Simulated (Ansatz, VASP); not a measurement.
# Zn (Zn(0001)): VASP beside Ansatz

Aim: how closely do two programs agree when they are given the same cell, functional and k mesh? The cell is taken from a series of runs on this material, whose earlier steps may have relaxed, scaled, displaced or heated it; both programs get it as it stands.

Program: Ansatz 0.2.0. Level of theory: plane waves, with VASP 6.6.1 beside it; PBE. Results are calculated unless marked as measured.

## 1. Set-up

The cell holds 13 atoms: 13 Zn. Cell: a = 2.660 Å, b = 2.660 Å, c = 47.622 Å, α = 90.0°, β = 90.0°, γ = 60.0°. Vacuum lies along c.

Coordinates:

```
Zn
1.0
     2.66000    0.00000    0.00000
     1.33000    2.30363    0.00000
     0.00000    0.00000   47.62176
Zn
13
Direct
  0.00000 0.00000 0.18899
  0.66667 0.66667 0.24082
  0.00000 0.00000 0.29266
  0.66667 0.66667 0.34449
  0.00000 0.00000 0.39633
  0.66667 0.66667 0.44816
  0.00000 0.00000 0.50000
  0.66667 0.66667 0.55184
  0.00000 0.00000 0.60367
  0.66667 0.66667 0.65551
  0.00000 0.00000 0.70734
  0.66667 0.66667 0.75918
  0.00000 0.00000 0.81101
```

## 2. VASP: single point, PBE

A single point takes one fixed geometry, so differences don't come from the geometry; what else differs is listed under the comparison.

Lines of VASP's logs that name or quote its potential files are left out, and so is its time.

INCAR reads:

```
SYSTEM = Zn
PREC = Accurate
ENCUT = 400
EDIFF = 1E-06
NELM = 120
ISMEAR = -1
SIGMA = 0.1
LREAL = .FALSE.
ALGO = Normal
GGA = PE
NBANDS = 96
LORBIT = 11
LWAVE = .FALSE.
LCHARG = .FALSE.
ISIF = 2
LDIPOL = .TRUE.
IDIPOL = 3
DIPOL = 0.5 0.5 0.5
LVHAR = .TRUE.
LASPH = .TRUE.
GGA_COMPAT = .FALSE.
NELMDL = -8
KPAR = 4
```

POSCAR reads:

```
Zn
1.0
    2.6600000000      0.0000000000      0.0000000000
    1.3300000000      2.3036275741      0.0000000000
    0.0000000000      0.0000000000     47.6217600000
Zn
13
Direct
    0.0000000000      0.0000000000      0.1889892352
    0.6666666667      0.6666666667      0.2408243626
    0.0000000000      0.0000000000      0.2926594901
    0.6666666667      0.6666666667      0.3444946176
    0.0000000000      0.0000000000      0.3963297451
    0.6666666667      0.6666666667      0.4481648725
    0.0000000000      0.0000000000      0.5000000000
    0.6666666667      0.6666666667      0.5518351275
    0.0000000000      0.0000000000      0.6036702549
    0.6666666667      0.6666666667      0.6555053824
    0.0000000000      0.0000000000      0.7073405099
    0.6666666667      0.6666666667      0.7591756374
    0.0000000000      0.0000000000      0.8110107648
```

KPOINTS reads:

```
Automatic mesh
0
Gamma
18 18 1
0 0 0
```

Potentials, in the order of the species: Zn (PBE family, release 64).

Started as:

```bash
mpirun -np 4 vasp_std
```

Numbers of over 12 decimals in the logs are rounded to 6 here.

The program printed:

```text
[banner, memory and clock lines left out]
running    4 mpi-ranks, on    1 nodes
 distrk:  each k-point on    1 cores,    4 groups
 distr:  one band on    1 cores,    1 groups

 POSCAR found type information on POSCAR Zn
 POSCAR found :  1 types and      13 ions
 LDA part: xc-table for (Slater+PW92), standard interpolation
 POSCAR, INCAR and KPOINTS ok, starting setup
 FFT: planning ... GRIDC
 FFT: planning ... GRID_SOFT
 FFT: planning ... GRID
 WAVECAR not read
 entering main loop
       N       E                     dE             d eps       ncg     rms          rms(c)
DAV:   1     0.116267310154E+04    0.11627E+04   -0.64044E+04  7296   0.196E+03
DAV:   2     0.126335737389E+03   -0.10363E+04   -0.99684E+03  7104   0.465E+02
DAV:   3    -0.104747605681E+02   -0.13681E+03   -0.13394E+03  7424   0.166E+02
DAV:   4    -0.154956733249E+02   -0.50209E+01   -0.49906E+01  7800   0.365E+01
DAV:   5    -0.155303499640E+02   -0.34677E-01   -0.34648E-01  7792   0.265E+00
DAV:   6    -0.155308570224E+02   -0.50706E-03   -0.50702E-03  7848   0.301E-01
DAV:   7    -0.155308673751E+02   -0.10353E-04   -0.10352E-04  7816   0.421E-02
DAV:   8    -0.155308676466E+02   -0.27152E-06   -0.27151E-06  5696   0.661E-03    0.999E+00
DAV:   9    -0.142446688534E+02    0.12862E+01   -0.61201E+00  8216   0.303E+01    0.741E+00
DAV:  10    -0.177351373281E+02   -0.34905E+01   -0.16667E+01  8976   0.831E+01    0.741E+00
DAV:  11    -0.174786660992E+02    0.25647E+00   -0.50041E+01 12128   0.538E+01    0.706E+00
DAV:  12    -0.143806884787E+02    0.30980E+01   -0.23400E+01 10984   0.327E+01    0.169E+00
DAV:  13    -0.142469546054E+02    0.13373E+00   -0.74511E-01  8992   0.172E+01    0.109E+00
DAV:  14    -0.141902139507E+02    0.56741E-01   -0.30904E-01  8424   0.104E+01    0.795E-01
[...]
DAV:  24    -0.141892379240E+02   -0.66285E-05   -0.13242E-05  8040   0.311E-02    0.176E-02
DAV:  25    -0.141892677097E+02   -0.29786E-04   -0.15035E-05  7064   0.678E-02    0.117E-02
DAV:  26    -0.141892864574E+02   -0.18748E-04   -0.87249E-06  7472   0.770E-02    0.409E-03
DAV:  27    -0.141893010655E+02   -0.14608E-04   -0.48644E-06  6736   0.282E-02    0.426E-03
DAV:  28    -0.141893075230E+02   -0.64576E-05   -0.33334E-06  6192   0.160E-02    0.183E-03
DAV:  29    -0.141893143462E+02   -0.68232E-05   -0.68980E-07  4408   0.160E-02    0.781E-04
DAV:  30    -0.141893187493E+02   -0.44031E-05   -0.69990E-07  4320   0.798E-03    0.188E-03
DAV:  31    -0.141893193279E+02   -0.57856E-06   -0.80936E-08  4248   0.365E-03
   1 F= -.14189319E+02 E0= -.14143380E+02  d E =-.918782E-01
```

Parts of OUTCAR (step 2):

```text
ion  position               nearest neighbor table
   1  0.000  0.000  0.189-   2 2.91   2 2.91   2 2.91
   2  0.667  0.667  0.241-   1 2.91   1 2.91   1 2.91   3 2.91   3 2.91   3 2.91
   3  0.000  0.000  0.293-   2 2.91   4 2.91   2 2.91   4 2.91   2 2.91   4 2.91
   4  0.667  0.667  0.344-   3 2.91   5 2.91   3 2.91   5 2.91   3 2.91   5 2.91
   5  0.000  0.000  0.396-   6 2.91   6 2.91   6 2.91   4 2.91   4 2.91   4 2.91
   6  0.667  0.667  0.448-   5 2.91   5 2.91   5 2.91   7 2.91   7 2.91   7 2.91
   7  0.000  0.000  0.500-   6 2.91   8 2.91   6 2.91   8 2.91   6 2.91   8 2.91
   8  0.667  0.667  0.552-   9 2.91   9 2.91   9 2.91   7 2.91   7 2.91   7 2.91
   9  0.000  0.000  0.604-   8 2.91   8 2.91   8 2.91  10 2.91  10 2.91  10 2.91
  10  0.667  0.667  0.656-   9 2.91  11 2.91   9 2.91  11 2.91   9 2.91  11 2.91
  11  0.000  0.000  0.707-  10 2.91  12 2.91  10 2.91  12 2.91  10 2.91  12 2.91
  12  0.667  0.667  0.759-  13 2.91  13 2.91  13 2.91  11 2.91  11 2.91  11 2.91
  13  0.000  0.000  0.811-  12 2.91  12 2.91  12 2.91

  LATTYP: Found a hexagonal cell.
 ALAT       =     2.6600000000
 C/A-ratio  =    17.9029172930

 Subroutine GETGRP returns: Found 12 space group operations
 (whereof 12 operations were pure point group operations)

The static configuration has the point symmetry D_3h.

 Found     37 irreducible k-points:

   k-points           NKPTS =     37   k-points in BZ     NKDIM =     37   number of bands    NBANDS=     96

   dimension x,y,z NGX =    18 NGY =   18 NGZ =  320
   dimension x,y,z NGXF=    36 NGYF=   36 NGZF=  640

   ENCUT  =  400.0 eV  29.40 Ry    5.42 a.u.   4.34  4.34 77.66*2*pi/ulx,y,z

   NELECT =     156.0000    total number of electrons

 k-points in reciprocal lattice and weights: Automatic mesh
   0.00000000  0.00000000  0.00000000       0.003
   0.05555556  0.00000000  0.00000000       0.019
   0.11111111  0.00000000  0.00000000       0.019
   0.16666667 -0.00000000  0.00000000       0.019
   0.22222222  0.00000000  0.00000000       0.019
   0.27777778 -0.00000000  0.00000000       0.019
   0.33333333 -0.00000000  0.00000000       0.019
   0.38888889  0.00000000  0.00000000       0.019
   0.44444444  0.00000000  0.00000000       0.019
[...]
-0.38888889  0.27777778  0.00000000       0.037
  -0.33333333  0.33333333  0.00000000       0.006

 dipolmoment           0.000000      0.000000      0.000000 electrons x Angstroem

 average (electrostatic) potential at core
       1 -38.9981       2 -39.1996       3 -39.2656       4 -39.2690       5 -39.2860
       6 -39.2833       7 -39.2804       8 -39.2833       9 -39.2860      10 -39.2690
      11 -39.2656      12 -39.1996      13 -38.9981

 E-fermi :   0.8098

 k-point     1 :       0.0000    0.0000    0.0000
  band No.  band energies     occupation
    ...
     78      -2.9492      2.00000
     79      -2.3816      2.00000
     80      -1.2289      2.00000
     81      -0.1794      1.99990
     82       0.9060      0.55323
     83       2.0155      0.00001
     84       3.1069      0.00000
     85       4.0489      0.00000
     86       4.5211      0.00000
     87       5.0808      0.00000
    ...

 k-point     2 :       0.0556    0.0000    0.0000
  band No.  band energies     occupation
    ...
     77      -3.8211      2.00000
     78      -2.8736      2.00000
     79      -2.2580      2.00000
     80      -1.1363      2.00000
     81      -0.0887      1.99975
     82       0.9949      0.27149
     83       2.1029      0.00000
     84       3.1929      0.00000
     85       4.1345      0.00000
     86       4.6087      0.00000
    ...

 k-point     3 :       0.1111    0.0000    0.0000
  band No.  band energies     occupation
    ...
     77      -3.5464      2.00000
     78      -2.6540      2.00000
     79      -1.8974      2.00000
     80      -0.8548      2.00000
     81       0.1841      1.99617
     82       1.2618      0.02154
     83       2.3647      0.00000
     84       3.4502      0.00000
     85       4.3908      0.00000
     86       4.8709      0.00000
    ...

  Total       -1.9210489     -1.9210489      0.6338132      0.0000000      0.0000000     -0.0000000
  in kB      -10.5475032    -10.5475032      3.4799461      0.0000000      0.0000000     -0.0000000
  external PRESSURE =      -5.8716868 kB  Pullay stress =       0.0000000 kB

  energy-cutoff  :      400.00
  volume of cell :      291.81
      direct lattice vectors                 reciprocal lattice vectors
     2.660000000  0.000000000  0.000000000     0.375939850 -0.217048973  0.000000000
     1.330000000  2.303627574  0.000000000     0.000000000  0.434097947  0.000000000
     0.000000000  0.000000000 47.621760000     0.000000000  0.000000000  0.020998804

 POSITION                                       TOTAL-FORCE (eV/Angst)
 -----------------------------------------------------------------------------------
      0.00000      0.00000      9.00000         0.000000     -0.000000     -0.039240
      2.66000      1.53575     11.46848         0.000000      0.000000      0.037460
      0.00000      0.00000     13.93696        -0.000000      0.000000     -0.033586
      2.66000      1.53575     16.40544         0.000000      0.000000     -0.026828
      0.00000      0.00000     18.87392        -0.000000     -0.000000     -0.000881
      2.66000      1.53575     21.34240        -0.000000      0.000000     -0.001628
      0.00000      0.00000     23.81088        -0.000000     -0.000000      0.000000
      2.66000      1.53575     26.27936        -0.000000     -0.000000      0.001628
      0.00000      0.00000     28.74784        -0.000000      0.000000      0.000881
      2.66000      1.53575     31.21632         0.000000      0.000000      0.026828
      0.00000      0.00000     33.68480        -0.000000      0.000000      0.033586
      2.66000      1.53575     36.15328         0.000000      0.000000     -0.037460
      0.00000      0.00000     38.62176         0.000000     -0.000000      0.039240
 -----------------------------------------------------------------------------------
    total drift:                               -0.000000     -0.000000      0.000000

  FREE ENERGIE OF THE ION-ELECTRON SYSTEM (eV)
  ---------------------------------------------------
  free  energy   TOTEN  =       -14.1893193279 eV

  energy  without entropy=      -14.0974411312  energy(sigma->0) =      -14.14338023

 vacuum level on the upper side and lower side of the slab         4.898         4.898

 total charge
# of ion       s       p       d       tot
------------------------------------------
    1        0.604   0.407   9.715  10.726
    2        0.597   0.450   9.719  10.766
    3        0.593   0.451   9.719  10.763
    4        0.595   0.448   9.721  10.764
    5        0.595   0.447   9.721  10.764
    6        0.595   0.449   9.720  10.764
    7        0.594   0.450   9.720  10.764
    8        0.595   0.449   9.720  10.764
    9        0.595   0.447   9.721  10.764
   10        0.595   0.448   9.721  10.764
   11        0.593   0.451   9.719  10.763
   12        0.597   0.450   9.719  10.766
   13        0.604   0.407   9.715  10.726
--------------------------------------------------
tot          7.751   5.754 126.351 139.856

[... 3 further parts left out ...]
```

## 3. Ansatz: single point, PBE

Ansatz runs on its default PAW (the set named soft_2) files.

The same cell, functional, mesh and smearing now go to Ansatz, which takes its cutoff from its data sets.

input.yaml reads:

```yaml
crystal:
  lattice:
    - [2.66, 0.0, 0.0]
    - [1.33, 2.3036275741, 0.0]
    - [0.0, 0.0, 47.62176]
  atoms:
    - { symbol: Zn, position: [0.0, 0.0, 0.1889892352] }
    - { symbol: Zn, position: [0.6666666667, 0.6666666667, 0.2408243626] }
    - { symbol: Zn, position: [0.0, 0.0, 0.2926594901] }
    - { symbol: Zn, position: [0.6666666667, 0.6666666667, 0.3444946176] }
    - { symbol: Zn, position: [0.0, 0.0, 0.3963297451] }
    - { symbol: Zn, position: [0.6666666667, 0.6666666667, 0.4481648725] }
    - { symbol: Zn, position: [0.0, 0.0, 0.5] }
    - { symbol: Zn, position: [0.6666666667, 0.6666666667, 0.5518351275] }
    - { symbol: Zn, position: [0.0, 0.0, 0.6036702549] }
    - { symbol: Zn, position: [0.6666666667, 0.6666666667, 0.6555053824] }
    - { symbol: Zn, position: [0.0, 0.0, 0.7073405099] }
    - { symbol: Zn, position: [0.6666666667, 0.6666666667, 0.7591756374] }
    - { symbol: Zn, position: [0.0, 0.0, 0.8110107648] }
kpoints:
  mp_grid: { grid: [18, 18, 1] }
hamiltonian:
  xc: pbe
scf:
  occupations: { method: fermi_dirac, width: 0.1 }
  convergence: { dr2_threshold: 1.0e-09 }
efield:
  axis: 3
  dipole_correction: true
  ramp_position: 0.97
  ramp_width: 0.06
output:
  write_potential: true
  write_density: true
  volumetric_format: npy
```

Started as:

```bash
ansatz run input.yaml --threads 4 --pin off --max-ram 6144MiB --backend cpu --events-out ev --progress --plain --runs-dir out
```

The program printed:

```text
Engine: ansatz 0.2.0, aarch64-unknown-linux-gnu
Pseudopotentials: kind: paw
Pseudopotential: Zn, paw, valence charge 12, recommended cutoff 420 eV (normal), Zn.paw.azcp
Functional definition: PBE
  parameter kappa = 0.804
  parameter beta = 0.066725
  exchange = pbe_x(kappa = kappa, mu = beta*pi^2/3)
  correlation = pbe_c(beta = beta)
Crystal: 13 atoms, lattice volume = 291.809 Å³
Basis set: ecut = 420 eV, 5793 PW (Γ)
Bands: 94, of which v1, the nominal top of the filled ones, is band 78 counted from 1 (77 counted from 0)
Symmetry: 6 space group operations
k-points: 37 of 324 (time reversal used)
Non-local potential: Zn, projectors of the file, l = 0: 2, l = 1: 2, l = 2: 3, l = 3: 1
PAW form: soft (Blöchl's): semilocal exchange-correlation on the pseudo side does not see the compensation charge
PAW one-centre angular grid: Zn, 590 points (default); XC on 64 Gauss nodes
Initial density: superposition of atomic densities (neutral atoms: chi_scale 0, normalization atom), corrected by the library's trained network
Initial wavefunctions: pseudopotential atomic-orbital guess
Functional: x = pbe(κ = 0.804, μ = 0.219515), c = pbe(β = 0.066725)
SCF iter   1: F=—  HF=-43147.205566 eV  |F-HF|=—  |Δ(HF+E_count)|=         —  Δρ=1.96e-3  dr2=1.03e0  ethr=1.77e-3  p=-0.000 e·Å  D=-1.12e-13 V/Å  ΔV_dip=0.00 eV  dr2_dipole=1.13e-8  V_vac-E_F(+/−)=4.14/4.14 eV  ⟨swp⟩=11.6  Hψ=19428  notcnv=0  defer=79
efield: sawtooth ramp at fractional position 0.9700 (set: `efield.ramp_position`, or a place that a band, a saddle search or an elastic batch's reference lends), width 0.0600; the density the first Hamiltonian is built on has a dipole p = -0.000 e·Å; the dipole correction subtracts the counter field D = -1.12e-13 V/Å, which shifts the + side's vacuum level by +0.00 eV against the − side's; the planar-averaged density in the ramp window peaks in size at 3.1e-5 e/Å³
preconditioner: auto → LDOS  [metal: Δε(μ)=0.039 eV  Ē_g=10.700 eV  σ=0.100 eV  W_gap=0.10  n_scr=36 (ndim 8)  ℏωp=27.2 eV  f_vac=0.311  D(μ)=2.93/eV (n_scr^D=20)  β→1.0]
SCF iter   2: F=—  HF=-43147.196482 eV  |F-HF|=—  |Δ(HF+E_count)|=   9.08e-3  Δρ=1.58e-3  dr2=2.49e-2  ethr=6.60e-4  p=0.000 e·Å  D=5.59e-6 V/Å  ΔV_dip=-0.00 eV  dr2_dipole=7.47e-8  V_vac-E_F(+/−)=4.07/4.07 eV  ⟨swp⟩=2.2  Hψ=4251  notcnv=0  defer=94
SCF iter   3: F=—  HF=-43147.193980 eV  |F-HF|=—  |Δ(HF+E_count)|=   2.50e-3  Δρ=1.02e-3  dr2=2.47e-3  ethr=1.60e-5  p=-0.000 e·Å  D=-1.34e-6 V/Å  ΔV_dip=0.00 eV  dr2_dipole=9.71e-9  V_vac-E_F(+/−)=4.07/4.07 eV  ⟨swp⟩=2.0  Hψ=6376  notcnv=0  defer=94
SCF iter   4: F=—  HF=-43147.193195 eV  |F-HF|=—  |Δ(HF+E_count)|=   7.85e-4  Δρ=4.27e-4  dr2=3.60e-4  ethr=1.58e-6  p=0.000 e·Å  D=6.84e-7 V/Å  ΔV_dip=-0.00 eV  dr2_dipole=1.27e-9  V_vac-E_F(+/−)=4.08/4.08 eV  ⟨swp⟩=2.3  Hψ=6654  notcnv=0  defer=94
SCF iter   5: F=—  HF=-43147.193047 eV  |F-HF|=—  |Δ(HF+E_count)|=   1.48e-4  Δρ=5.29e-5  dr2=2.13e-5  ethr=2.30e-7  p=0.000 e·Å  D=5.07e-7 V/Å  ΔV_dip=-0.00 eV  dr2_dipole=4.14e-10  V_vac-E_F(+/−)=4.08/4.08 eV  ⟨swp⟩=3.0  Hψ=7619  notcnv=0  defer=94
SCF iter   6: F=—  HF=-43147.193048 eV  |F-HF|=—  |Δ(HF+E_count)|=   8.59e-7  Δρ=1.28e-5  dr2=1.28e-6  ethr=1.37e-8  p=0.000 e·Å  D=2.14e-8 V/Å  ΔV_dip=-0.00 eV  dr2_dipole=1.20e-12  V_vac-E_F(+/−)=4.08/4.08 eV  ⟨swp⟩=2.0  Hψ=6013  notcnv=0  defer=94
SCF iter   7: F=—  HF=-43147.193089 eV  |F-HF|=—  |Δ(HF+E_count)|=   4.14e-5  Δρ=5.60e-6  dr2=7.46e-8  ethr=8.22e-10  p=0.000 e·Å  D=4.57e-8 V/Å  ΔV_dip=-0.00 eV  dr2_dipole=4.56e-13  V_vac-E_F(+/−)=4.09/4.09 eV  ⟨swp⟩=2.1  Hψ=6202  notcnv=0  defer=84
SCF iter   8: F=—  HF=-43147.193089 eV  |F-HF|=—  |Δ(HF+E_count)|=   4.58e-8  Δρ=2.81e-6  dr2=2.21e-8  ethr=4.78e-11  p=0.000 e·Å  D=1.44e-8 V/Å  ΔV_dip=-0.00 eV  dr2_dipole=2.71e-12  V_vac-E_F(+/−)=4.09/4.09 eV  ⟨swp⟩=2.5  Hψ=6623  notcnv=0  defer=84
SCF iter   9: F=—  HF=-43147.193089 eV  |F-HF|=—  |Δ(HF+E_count)|=   4.77e-9  Δρ=6.41e-7  dr2=1.91e-9  ethr=1.42e-11  p=-0.000 e·Å  D=-2.27e-10 V/Å  ΔV_dip=0.00 eV  dr2_dipole=6.40e-13  V_vac-E_F(+/−)=4.09/4.09 eV  ⟨swp⟩=2.0  Hψ=6049  notcnv=0  defer=84
SCF iter  10: F=-43147.193089 eV  HF=-43147.193089 eV  |F-HF|=8.15e-10  |Δ(HF+E_count)|=   1.44e-9  Δρ=2.15e-7  dr2=1.57e-10  ethr=1.00e-12  p=0.000 e·Å  D=2.13e-9 V/Å  ΔV_dip=-0.00 eV  dr2_dipole=1.98e-14  V_vac-E_F(+/−)=4.09/4.09 eV  ⟨swp⟩=12.9  Hψ=13851  notcnv=0
SCF 1 converged in 10 iterations: F = -43147.193089 eV  dr2 = 1.57e-10
  greatest PAW one-centre occupation: 0.982 electrons in one spin orbital (limit 2), on the Zn atom at site 0 (counted from 0), in its partial waves of l = 2
WARN: The output density's exchange-correlation potential varies sharply where the density is thin. Do not read a vacuum level from v_tot or v_xc, or from such a field of the output density. On a cell that repeats whose density bears no net charge and no dipole along the vacuum's axis use v_es (v_loc + v_h of the components); under efield.dipole_correction with no amplitude use v_es + v_field, which holds any externa [...]
SCF converged after 10 iterations
Free energy (F): -43147.193089 eV
Harris-Foulkes:  -43147.193089 eV  (|F-HF|=8.15e-10)
Internal energy: -43147.101405 eV  (E = F + TS)
E sigma→0 (E₀):  -43147.147247 eV
Entropy (-TS):   -0.091684 eV (-7.053 meV/atom)
Fermi energy:    6.186397 eV
Dipole field:    D = 0.000000 V/Å  (p = 0.000000 e·Å, saw-weighted, corrected)
Work function:   Φ+ = 4.0864 eV   Φ− = 4.0864 eV
Levels:          The Fermi level and band energies are counted from a zero that moves with the ramp; work functions are not
--- Per-component energies (eV) ---
  E_band       = -125.130457
  E_kinetic    = 1701.745537
  E_local      = -326234.533552  (includes V_loc(G=0)·N_el)
  E_nonlocal   = 7935.958460
  E_hartree    = 161122.895439
  E_xc         = -1789.593497
  E_vxc        = -683.018457  (∫ρ·V_xc dr)
  E_paw        = -23721.449309  (= ΣΔE_a)
  E_vpaw       = -5091.070939  (= ΣTr[D̂ρ^β])
  E_aug_tail   = -0.004832  (compensation charges beyond the density's cutoff)
  E_efield     = 0.000000  (sawtooth field / dipole correction)
  E_vefield    = 0.000000  (∫n·V_field dr)
  E_ewald      = 137837.880350
  E_smearing   = -0.091684  (= −TS)
  E_closure    = 0.000000  (closes the sum)
  Σ components = -43147.193089   (vs F -43147.193089, Δ=0.00e0)
--- Band table (eV; the first three rows and the last of 37) ---
  k-point 0: bands = [... 74 lower, -0.0214, 0.6734, 1.4601, 2.4328, 2.9933, 4.1504, 5.1992, 6.2836, ... 12 higher]
  k-point 1: bands = [... 74 lower, 0.0932, 0.7780, 1.5599, 2.5085, 3.1173, 4.2427, 5.2897, 6.3724, ... 12 higher]
  k-point 2: bands = [... 74 lower, 0.3800, 1.0604, 1.8352, 2.7282, 3.4788, 4.5237, 5.5621, 6.6388, ... 12 higher]
  k-point 36: bands = [... 74 lower, 6.6472, 6.6502, 6.8212, 6.8940, 6.9176, 6.9978, 7.2497, 7.4047, ... 12 higher]
```

## 4. Comparison

Known differences besides the potentials themselves: the cutoff is 420 eV in Ansatz and 400 eV in VASP. Total energies have different zeros and are not compared.

Compared:

| quantity | Ansatz | VASP | difference |
| --- | --- | --- | --- |
| work function, lower of the two faces (eV) | 4.09 | 4.09 | 0.00 |
| work function, higher of the two faces (eV) | 4.09 | 4.09 | 0.00 |

Where the cell holds vacuum, a pressure given here is an average over it and none of the material.

## 5. Outcome

| Item | Value |
| --- | --- |
| difference in work function, lower of the two faces (single point, PBE) | -0.0018 eV |

What this shows: The difference in work function, lower of the two faces is -0.0018 eV (single point, PBE). How closely two codes agree says nothing of how well the functional describes the real material.

[Lines on the potential files, build, host, timing and source positions are cut from VASP's logs without a mark.]

[Logs are printed without paths, hosts, clocks, repeated set-up lines and the standing remarks that a program may print on its own settings, such as how far it seeks lower states.]

[Hosts, paths, dates, database ids (printed as entryN), source tags and the programs' standing remarks are cut or masked in the printed files.]
